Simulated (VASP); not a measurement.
Computed with PBE GGA, VASP's PBE PAW potentials (set 64) (plane waves; VASP).

Input for VASP

**INCAR**
```
SYSTEM = Sn3Pt
PREC = Accurate
ENCUT = 300
EDIFF = 1E-6
NELM = 100
ALGO = Normal
LREAL = .FALSE.
LASPH = .TRUE.
ISMEAR = -1
SIGMA = 0.1
GGA = PE
LMAXMIX = 6
LWAVE = .FALSE.
LCHARG = .FALSE.
ISIF = 3
IBRION = 2
NSW = 50
EDIFFG = -0.01
```

KPOINTS:
```
Regular mesh
0
gamma
 5 5 5
0 0 0
```

POSCAR:
```
Sn3Pt
1
   -2.0389170000     2.0389170000     4.5415720000
    2.0389170000    -2.0389170000     4.5415720000
    2.0389170000     2.0389170000    -4.5415720000
Sn Pt
3 1
Direct
  0.5000000000   0.5000000000   0.0000000000
  0.7500000000   0.2500000000   0.5000000000
  0.2500000000   0.7500000000   0.5000000000
  0.0000000000   0.0000000000   0.0000000000
```

POTCAR, in this order: Sn_d Pt (PBE.64 set). Program: vasp_std.

Output

File OSZICAR:
```
...
   4 F= -.17365838E+02 E0= -.17315442E+02  d E =-.118715E+01
       N       E                     dE             d eps       ncg     rms          rms(c)
DAV:   1    -0.173828958421E+02   -0.17059E-01   -0.49164E-01  1215   0.477E+00    0.616E-01
DAV:   2    -0.173748875047E+02    0.80083E-02   -0.18241E-02  1478   0.193E+00    0.380E-01
DAV:   3    -0.173699607535E+02    0.49268E-02   -0.66456E-03  1573   0.122E+00    0.783E-02
DAV:   4    -0.173700552126E+02   -0.94459E-04   -0.25785E-03  1222   0.445E-01    0.366E-02
DAV:   5    -0.173700376179E+02    0.17595E-04   -0.97228E-05  1412   0.112E-01    0.197E-02
DAV:   6    -0.173700364740E+02    0.11439E-05   -0.18547E-05  1347   0.629E-02    0.483E-03
DAV:   7    -0.173700362087E+02    0.26536E-06   -0.20824E-06   751   0.200E-02
   5 F= -.17370036E+02 E0= -.17319283E+02  d E =-.419864E-02
       N       E                     dE             d eps       ncg     rms          rms(c)
DAV:   1    -0.175024375782E+02   -0.13240E+00   -0.44396E+00  1215   0.143E+01    0.185E+00
DAV:   2    -0.174318829529E+02    0.70555E-01   -0.16602E-01  1414   0.483E+00    0.115E+00
DAV:   3    -0.173885933685E+02    0.43290E-01   -0.58184E-02  1500   0.305E+00    0.294E-01
DAV:   4    -0.173884735462E+02    0.11982E-03   -0.23095E-02  1229   0.130E+00    0.107E-01
DAV:   5    -0.173883321545E+02    0.14139E-03   -0.10727E-03  1262   0.388E-01    0.588E-02
DAV:   6    -0.173883136113E+02    0.18543E-04   -0.15715E-04  1392   0.174E-01    0.155E-02
DAV:   7    -0.173883124173E+02    0.11940E-05   -0.22633E-05  1413   0.560E-02    0.543E-03
DAV:   8    -0.173883119707E+02    0.44658E-06   -0.24439E-06   837   0.186E-02
   6 F= -.17388312E+02 E0= -.17337671E+02  d E =-.224744E-01
       N       E                     dE             d eps       ncg     rms          rms(c)
DAV:   1    -0.178972353461E+02   -0.50892E+00   -0.18001E+01  1229   0.287E+01    0.376E+00
DAV:   2    -0.176242432466E+02    0.27299E+00   -0.68584E-01  1405   0.885E+00    0.233E+00
DAV:   3    -0.174555467041E+02    0.16870E+00   -0.22395E-01  1463   0.475E+00    0.689E-01
DAV:   4    -0.174496847170E+02    0.58620E-02   -0.82297E-02  1304   0.248E+00    0.211E-01
DAV:   5    -0.174493210577E+02    0.36366E-03   -0.56828E-03  1311   0.921E-01    0.115E-01
DAV:   6    -0.174492371847E+02    0.83873E-04   -0.62867E-04  1376   0.356E-01    0.325E-02
DAV:   7    -0.174492342542E+02    0.29305E-05   -0.10292E-04  1407   0.111E-01    0.101E-02
DAV:   8    -0.174492329299E+02    0.13243E-05   -0.93854E-06  1256   0.343E-02    0.324E-03
DAV:   9    -0.174492330917E+02   -0.16178E-06   -0.66366E-07   607   0.885E-03
   7 F= -.17449233E+02 E0= -.17404982E+02  d E =-.833955E-01
       N       E                     dE             d eps       ncg     rms          rms(c)
DAV:   1    -0.193237695489E+02   -0.18745E+01   -0.74432E+01  1193   0.578E+01    0.781E+00
DAV:   2    -0.182662579144E+02    0.10575E+01   -0.30363E+00  1340   0.167E+01    0.482E+00
DAV:   3    -0.176198913052E+02    0.64637E+00   -0.81597E-01  1368   0.754E+00    0.181E+00
DAV:   4    -0.175517410364E+02    0.68150E-01   -0.34382E-01  1394   0.503E+00    0.408E-01
DAV:   5    -0.175521407779E+02   -0.39974E-03   -0.35195E-02  1236   0.222E+00    0.217E-01
DAV:   6    -0.175519165573E+02    0.22422E-03   -0.30430E-03  1365   0.813E-01    0.690E-02
DAV:   7    -0.175519068273E+02    0.97299E-05   -0.44658E-04  1317   0.208E-01    0.178E-02
DAV:   8    -0.175519058050E+02    0.10223E-05   -0.23821E-05  1539   0.409E-02    0.572E-03
DAV:   9    -0.175519060631E+02   -0.25810E-06   -0.23074E-06   856   0.149E-02
   8 F= -.17551906E+02 E0= -.17519418E+02  d E =-.186068E+00
       N       E                     dE             d eps       ncg     rms          rms(c)
DAV:   1    -0.176029696227E+02   -0.51064E-01   -0.20469E+00  1235   0.995E+00    0.132E+00
DAV:   2    -0.175717672931E+02    0.31202E-01   -0.93176E-02  1306   0.371E+00    0.795E-01
DAV:   3    -0.175550079293E+02    0.16759E-01   -0.20844E-02  1492   0.186E+00    0.341E-01
DAV:   4    -0.175524232070E+02    0.25847E-02   -0.12805E-02  1374   0.107E+00    0.746E-02
DAV:   5    -0.175525153548E+02   -0.92148E-04   -0.21525E-03  1250   0.547E-01    0.384E-02
DAV:   6    -0.175525115169E+02    0.38378E-05   -0.80722E-05  1623   0.118E-01    0.141E-02
DAV:   7    -0.175525109403E+02    0.57665E-06   -0.11912E-05  1283   0.299E-02    0.422E-03
DAV:   8    -0.175525106836E+02    0.25663E-06   -0.57242E-07   649   0.884E-03
   9 F= -.17552511E+02 E0= -.17520148E+02  d E =-.186673E+00
       N       E                     dE             d eps       ncg     rms          rms(c)
DAV:   1    -0.175651736017E+02   -0.12663E-01   -0.49120E-01  1235   0.495E+00    0.647E-01
DAV:   2    -0.175576155758E+02    0.75580E-02   -0.23050E-02  1282   0.204E+00    0.387E-01
DAV:   3    -0.175535800275E+02    0.40355E-02   -0.49164E-03  1491   0.935E-01    0.163E-01
DAV:   4    -0.175529867582E+02    0.59327E-03   -0.30855E-03  1310   0.490E-01    0.385E-02
DAV:   5    -0.175529941254E+02   -0.73671E-05   -0.50402E-04  1249   0.262E-01    0.192E-02
DAV:   6    -0.175529907113E+02    0.34140E-05   -0.15051E-05  1713   0.606E-02    0.744E-03
DAV:   7    -0.175529909667E+02   -0.25533E-06   -0.21041E-06   790   0.138E-02
  10 F= -.17552991E+02 E0= -.17520645E+02  d E =-.187153E+00
       N       E                     dE             d eps       ncg     rms          rms(c)
DAV:   1    -0.188519819010E+02   -0.12990E+01   -0.28115E+01  1275   0.588E+01    0.694E+00
DAV:   2    -0.178571294310E+02    0.99485E+00   -0.48174E+00  1186   0.195E+01    0.348E+00
DAV:   3    -0.175893401705E+02    0.26779E+00   -0.67565E-01  1275   0.784E+00    0.159E+00
DAV:   4    -0.175155962085E+02    0.73744E-01   -0.23533E-01  1478   0.542E+00    0.430E-01
DAV:   5    -0.175113423270E+02    0.42539E-02   -0.34022E-02  1331   0.160E+00    0.246E-01
DAV:   6    -0.175101718294E+02    0.11705E-02   -0.52854E-03  1224   0.546E-01    0.483E-02
DAV:   7    -0.175102302395E+02   -0.58410E-04   -0.33617E-04  1387   0.202E-01    0.316E-02
DAV:   8    -0.175102215550E+02    0.86844E-05   -0.62616E-05  1324   0.733E-02    0.946E-03
DAV:   9    -0.175102213552E+02    0.19986E-06   -0.11733E-05  1044   0.290E-02    0.509E-03
DAV:  10    -0.175102212655E+02    0.89671E-07   -0.13167E-06   622   0.114E-02
  11 F= -.17510221E+02 E0= -.17479972E+02  d E =0.427697E-01
       N       E                     dE             d eps       ncg     rms          rms(c)
DAV:   1    -0.186031537624E+02   -0.10929E+01   -0.24249E+01  1307   0.600E+01    0.607E+00
DAV:   2    -0.177933182198E+02    0.80984E+00   -0.29063E+00  1221   0.170E+01    0.300E+00
DAV:   3    -0.176239815112E+02    0.16934E+00   -0.49946E-01  1299   0.647E+00    0.151E+00
DAV:   4    -0.175572405805E+02    0.66741E-01   -0.18078E-01  1464   0.458E+00    0.385E-01
DAV:   5    -0.175540164433E+02    0.32241E-02   -0.12475E-02  1214   0.102E+00    0.163E-01
DAV:   6    -0.175536274979E+02    0.38895E-03   -0.11405E-03  1327   0.324E-01    0.679E-02
DAV:   7    -0.175536072294E+02    0.20269E-04   -0.11275E-04  1486   0.152E-01    0.227E-02
DAV:   8    -0.175536050189E+02    0.22105E-05   -0.18272E-05  1356   0.582E-02    0.454E-03
DAV:   9    -0.175536049473E+02    0.71605E-07   -0.14245E-06   666   0.382E-02
  12 F= -.17553605E+02 E0= -.17521568E+02  d E =-.613981E-03
       N       E                     dE             d eps       ncg     rms          rms(c)
DAV:   1    -0.175536245819E+02   -0.19563E-04   -0.42803E-04  1283   0.238E-01    0.259E-02
DAV:   2    -0.175536092182E+02    0.15364E-04   -0.59021E-05  1193   0.752E-02    0.129E-02
DAV:   3    -0.175536059472E+02    0.32710E-05   -0.98071E-06  1218   0.296E-02    0.628E-03
DAV:   4    -0.175536053396E+02    0.60759E-06   -0.27510E-06   613   0.203E-02
  13 F= -.17553605E+02 E0= -.17521577E+02  d E =-.614373E-03
```

### OUTCAR
```
------------------------ aborting loop because EDIFF is reached ----------------------------------------
  FORCE on cell =-STRESS in cart. coord.  units (eV):
  Direction    XX          YY          ZZ          XY          YZ          ZX
  --------------------------------------------------------------------------------------
  Total       -0.0195829     -0.0195829      0.0256676      0.0000000      0.0000000     -0.0000000
  in kB       -0.3435405     -0.3435405      0.4502828      0.0000000      0.0000000     -0.0000000
  external PRESSURE =      -0.0789327 kB  Pullay stress =       0.0000000 kB
  volume of cell :       91.33
      direct lattice vectors                 reciprocal lattice vectors
    -2.321297395  2.321297395  4.237295401     0.000000000  0.215396787  0.117999798
     2.321297395 -2.321297395  4.237295401     0.215396787  0.000000000  0.117999798
     2.321297395  2.321297395 -4.237295401     0.215396787  0.215396787  0.000000000
 POSITION                                       TOTAL-FORCE (eV/Angst)
 -----------------------------------------------------------------------------------
      2.32130      2.32130      0.00000         0.000000     -0.000000     -0.000000
      0.00000      2.32130      2.11865         0.000000      0.000000      0.000000
      2.32130      0.00000      2.11865        -0.000000     -0.000000      0.000000
      2.32130      2.32130      4.23730         0.000000     -0.000000     -0.000000
 -----------------------------------------------------------------------------------
    total drift:                                0.000000      0.000000      0.000000
  FREE ENERGIE OF THE ION-ELECTRON SYSTEM (eV)
  ---------------------------------------------------
  free  energy   TOTEN  =       -17.5536053396 eV

  energy  without entropy=      -17.4895478928  energy(sigma->0) =      -17.52157662

 reached required accuracy - stopping structural energy minimisation
```
(Selected blocks of OUTCAR.)

**CONTCAR**
```
Sn3Pt
   1.00000000000000
    -2.3212973947072992    2.3212973947072992    4.2372954011021147
     2.3212973947072992   -2.3212973947072992    4.2372954011021147
     2.3212973947072992    2.3212973947072992   -4.2372954011021147
  Sn              Pt
     3     1
Direct
     0.5000000000000000    0.5000000000000000    1.0000000000000000
     0.7500000000000000    0.2500000000000000    0.5000000000000000
     0.2500000000000000    0.7500000000000000    0.5000000000000000
     1.0000000000000000    1.0000000000000000    1.0000000000000000
```

At this cut-off the stress carries a Pulay error, which pulls relaxed volumes low. Energy and stress use the plane-wave basis of the starting cell.

The structure was generated: Sn3Pt was put into an ordered model structure, which need not be its known phase. This run relaxes it. Symmetry was kept, so distortions that lower it aren't found. The k-mesh is coarse (spacing up to 0.38 per Å, 2π included), so the numbers may not be converged in it. The run is one of a series of settings (EDIFFG = -0.01, IBRION = 2, ISIF = 3, NSW = 50 against the base run), some of them coarse on purpose.
